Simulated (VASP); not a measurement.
Output of a VASP run:

### OUTCAR
```
 ion  position               nearest neighbor table
   1  0.000  0.000  0.000-   2 2.72   3 2.72   3 2.72   2 2.72   3 2.72   2 2.72
   2  0.333  0.667  0.258-   1 2.72   1 2.72   1 2.72
   3  0.667  0.333  0.742-   1 2.72   1 2.72   1 2.72
  LATTYP: Found a hexagonal cell.
 ALAT       =     3.8232848705
 C/A-ratio  =     1.6114054826
 Subroutine PRICEL returns:
 Original cell was already a primitive cell.
 Subroutine GETGRP returns: Found 12 space group operations
The static configuration has the point symmetry D_3d.
The dynamic configuration has the point symmetry D_3d.
 Subroutine INISYM returns: Found 12 space group operations
 Subroutine IBZKPT returns following result:
 Found     28 irreducible k-points:

 Following reciprocal coordinates:
            Coordinates               Weight
  0.000000  0.000000  0.000000      1.000000
  0.142857 -0.000000  0.000000      6.000000
  0.285714 -0.000000  0.000000      6.000000
  0.428571 -0.000000  0.000000      6.000000
  0.142857  0.142857  0.000000      6.000000
  0.285714  0.142857  0.000000     12.000000
  0.428571  0.142857  0.000000      6.000000
  0.285714  0.285714  0.000000      6.000000
  0.000000  0.000000  0.250000      2.000000
  0.142857 -0.000000  0.250000      6.000000
 -0.000000  0.142857  0.250000      6.000000
  0.285714 -0.000000  0.250000      6.000000
 -0.000000  0.285714  0.250000      6.000000
  0.428571 -0.000000  0.250000      6.000000
 -0.000000  0.428571  0.250000      6.000000
  0.142857  0.142857  0.250000     12.000000
  0.285714  0.142857  0.250000     12.000000
 -0.142857  0.428571  0.250000     12.000000
  0.428571  0.142857  0.250000     12.000000
  0.285714  0.285714  0.250000     12.000000
  0.000000  0.000000  0.500000      1.000000
  0.142857 -0.000000  0.500000      6.000000
  0.285714 -0.000000  0.500000      6.000000
  0.428571 -0.000000  0.500000      6.000000
  0.142857  0.142857  0.500000      6.000000
  0.285714  0.142857  0.500000     12.000000
  0.428571  0.142857  0.500000      6.000000
  0.285714  0.285714  0.500000      6.000000
   k-points           NKPTS =     28   k-points in BZ     NKDIM =     28   number of bands    NBANDS=     17
   number of dos      NEDOS =    301   number of ions     NIONS =      3
   total plane-waves  NPLWV =  37632
   dimension x,y,z NGX =    28 NGY =   28 NGZ =   48
   dimension x,y,z NGXF=    56 NGYF=   56 NGZF=   96
   ions per type =               1   2
   PREC   = accura    normal or accurate (medium, high low for compatibility)
   ISTART =      0    job   : 0-new  1-cont  2-samecut
   ICHARG =      2    charge: 1-file 2-atom 10-const
   ISPIN  =      1    spin polarized calculation?
   LNONCOLLINEAR =      F non collinear calculations
   LSORBIT =      F    spin-orbit coupling
   INIWAV =      1    electr: 0-lowe 1-rand  2-diag
   ENCUT  =  500.0 eV  36.75 Ry    6.06 a.u.   6.97  6.97 11.23*2*pi/ulx,y,z
   NELM   =    100;   NELMIN=  2; NELMDL= -5     # of ELM steps
   EDIFF  = 0.1E-05   stopping-criterion for ELM
   LREAL  =      F    real-space projection
   NLSPLINE    = F    spline interpolate recip. space projectors
   LMAXMIX     =    4 max onsite mixed and CHGCAR
   VOSKOWN=      0    Vosko Wilk Nusair interpolation
   EDIFFG = -.2E-01   stopping-criterion for IOM
   NSW    =     40    number of steps for IOM
   NBLOCK =      1;   KBLOCK =     40    inner block; outer block
   IBRION =      2    ionic relax: 0-MD 1-quasi-New 2-CG
   NFREE  =      1    steps in history (QN), initial steepest desc. (CG)
   ISIF   =      3    stress and relaxation
   ISYM   =      2    0-nonsym 1-usesym 2-fastsym
   TEIN   =    0.0    initial temperature
   TEBEG  =    0.0;   TEEND  =   0.0 temperature during run
   SMASS  =  -3.00    Nose mass-parameter (am)
   PSTRESS=   50.0 pullay stress
   NELECT =      26.0000    total number of electrons
   EFERMI =   0.00;   METHOD = LEGACY
   ISMEAR =     0;   SIGMA  =   0.05  broadening in eV -4-tet -1-fermi 0-gaus
...
```

File OSZICAR:
```
...
DAV:   3    -0.128033284475E+02    0.58700E-01   -0.10138E-01  1314   0.370E+00    0.518E-01
DAV:   4    -0.127985773058E+02    0.47511E-02   -0.14355E-02  1242   0.119E+00    0.182E-01
DAV:   5    -0.127983216142E+02    0.25569E-03   -0.11419E-03  1481   0.373E-01    0.902E-02
DAV:   6    -0.127982777207E+02    0.43893E-04   -0.22443E-04  1192   0.140E-01    0.165E-02
DAV:   7    -0.127982789784E+02   -0.12577E-05   -0.23691E-05  1127   0.413E-02    0.707E-03
DAV:   8    -0.127982787332E+02    0.24520E-06   -0.16722E-06   617   0.151E-02
  10 F= -.10718969E+02 E0= -.10718968E+02  d E =-.338088E-01
       N       E                     dE             d eps       ncg     rms          rms(c)
DAV:   1    -0.129454114756E+02   -0.14713E+00   -0.87872E+00   970   0.248E+01    0.214E+00
DAV:   2    -0.128812190079E+02    0.64192E-01   -0.49622E-01  1138   0.673E+00    0.126E+00
DAV:   3    -0.128420829124E+02    0.39136E-01   -0.58165E-02  1218   0.299E+00    0.465E-01
DAV:   4    -0.128379220527E+02    0.41609E-02   -0.90752E-03  1392   0.112E+00    0.115E-01
DAV:   5    -0.128377796485E+02    0.14240E-03   -0.92928E-04  1440   0.320E-01    0.450E-02
DAV:   6    -0.128377641269E+02    0.15522E-04   -0.12953E-04  1131   0.103E-01    0.114E-02
DAV:   7    -0.128377648520E+02   -0.72508E-06   -0.80130E-06  1112   0.267E-02
  11 F= -.10730987E+02 E0= -.10730981E+02  d E =-.458274E-01
       N       E                     dE             d eps       ncg     rms          rms(c)
DAV:   1    -0.128365659415E+02    0.11982E-02   -0.28069E-02  1001   0.133E+00    0.121E-01
DAV:   2    -0.128363499204E+02    0.21602E-03   -0.15426E-03  1138   0.454E-01    0.696E-02
DAV:   3    -0.128362273249E+02    0.12260E-03   -0.22777E-04  1206   0.229E-01    0.245E-02
DAV:   4    -0.128362181232E+02    0.92016E-05   -0.41234E-05  1346   0.729E-02    0.764E-03
DAV:   5    -0.128362178864E+02    0.23680E-06   -0.42140E-06  1011   0.193E-02
  12 F= -.10730952E+02 E0= -.10730949E+02  d E =-.457924E-01
       N       E                     dE             d eps       ncg     rms          rms(c)
DAV:   1    -0.128795333647E+02   -0.43315E-01   -0.54270E-01  1252   0.119E+01    0.829E-01
DAV:   2    -0.128633383824E+02    0.16195E-01   -0.30926E-02  1215   0.309E+00    0.372E-01
DAV:   3    -0.128586544354E+02    0.46839E-02   -0.13991E-02  1226   0.189E+00    0.696E-02
DAV:   4    -0.128585628188E+02    0.91617E-04   -0.60597E-04  1026   0.258E-01    0.353E-02
DAV:   5    -0.128585041966E+02    0.58622E-04   -0.51837E-05  1471   0.702E-02    0.111E-02
DAV:   6    -0.128584999021E+02    0.42946E-05   -0.51103E-06  1010   0.252E-02    0.329E-03
DAV:   7    -0.128584997449E+02    0.15714E-06   -0.25939E-07   549   0.460E-03
  13 F= -.10729579E+02 E0= -.10729578E+02  d E =0.137345E-02
       N       E                     dE             d eps       ncg     rms          rms(c)
DAV:   1    -0.128540143010E+02    0.44856E-02   -0.27269E-01  1251   0.820E+00    0.596E-01
DAV:   2    -0.128456935663E+02    0.83207E-02   -0.15949E-02  1217   0.225E+00    0.265E-01
DAV:   3    -0.128433475751E+02    0.23460E-02   -0.69393E-03  1215   0.134E+00    0.514E-02
DAV:   4    -0.128433090616E+02    0.38513E-04   -0.30604E-04  1037   0.181E-01    0.262E-02
DAV:   5    -0.128432873917E+02    0.21670E-04   -0.26474E-05  1469   0.498E-02    0.819E-03
DAV:   6    -0.128432870302E+02    0.36148E-06   -0.24992E-06   862   0.173E-02
  14 F= -.10731232E+02 E0= -.10731230E+02  d E =-.279510E-03
```

### OUTCAR
```
------------------------ aborting loop because EDIFF is reached ----------------------------------------
  FORCE on cell =-STRESS in cart. coord.  units (eV):
  Direction    XX          YY          ZZ          XY          YZ          ZX
  --------------------------------------------------------------------------------------
  Total        2.1012845      2.1012850      2.1344804      0.0000000      0.0000000      0.0000000
  in kB       49.7450110     49.7450239     50.5308794      0.0000000      0.0000000      0.0000000
  external PRESSURE =       0.0069715 kB  Pullay stress =      50.0000000 kB
  volume of cell :       67.68
      direct lattice vectors                 reciprocal lattice vectors
     1.892821189 -3.278462892  0.000000000     0.264155961 -0.152510495 -0.000000000
     1.892821189  3.278462892 -0.000000000     0.264155961  0.152510495 -0.000000000
     0.000000000 -0.000000000  5.453006828    -0.000000000  0.000000000  0.183385063
 POSITION                                       TOTAL-FORCE (eV/Angst)
 -----------------------------------------------------------------------------------
      1.89282      3.27846     -0.00000        -0.000000      0.000000      0.000000
      1.89282      1.09282      1.58795        -0.000000      0.000000     -0.001315
      1.89282     -1.09282      3.86506         0.000000     -0.000000      0.001315
 -----------------------------------------------------------------------------------
    total drift:                                0.000000      0.000000      0.000000
  FREE ENERGIE OF THE ION-ELECTRON SYSTEM (eV)
  ---------------------------------------------------
  free  energy   TOTEN  =       -12.8432870302 eV

  energy  without entropy=      -12.8432830990  energy(sigma->0) =      -12.84328506
  enthalpy is  TOTEN    =       -10.7312315591 eV   P V=        2.1120554711

 reached required accuracy - stopping structural energy minimisation
```
(Selected blocks of OUTCAR.)

**POSCAR**
```
SnSe2
1
    1.9116423427    -3.3110618772    -0.0000000000
    1.9116423427     3.3110618772     0.0000000000
    0.0000000000     0.0000000000     6.1608622018
Sn Se
1 2
Direct
  0.0000000000   0.0000000000   0.0000000000
  0.3333330000   0.6666670000   0.2575369534
  0.6666670000   0.3333330000   0.7424630466
```

Task: Write an INCAR and KPOINTS that could have produced this output.

Result: One answer among several that fit: the input of the run itself, PBEsol GGA, plane waves, VASP's PBE PAW potentials (set 64).

### KPOINTS
```
K-points
0
gamma
 7 7 4
```

**INCAR**
```
SYSTEM=SnSe2
PREC=Accurate; ENCUT=500; LREAL=.False.
LASPH=.True.
EDIFF=1E-6; NELM=100; ALGO=Normal
LMAXMIX=4
ISMEAR=0; SIGMA=0.05
GGA=PS
IBRION=2; NSW=40; ISIF=3
EDIFFG=-0.02; PSTRESS=50
LWAVE=.False.; LCHARG=.False.
```

POTCAR, in this order: Sn_d Se (PBE.64 set). Program: vasp_std.

Energy and stress use the plane-wave basis of the starting cell. Without a dispersion term in the relaxation, distances and binding between the weakly bound layers, chains or molecules are unreliable, and so is what depends on them.

The compound is SnSe2 in the 1T layered structure. This run relaxes it under an external pressure of 5 GPa. Symmetry was kept, so distortions that lower it aren't found.
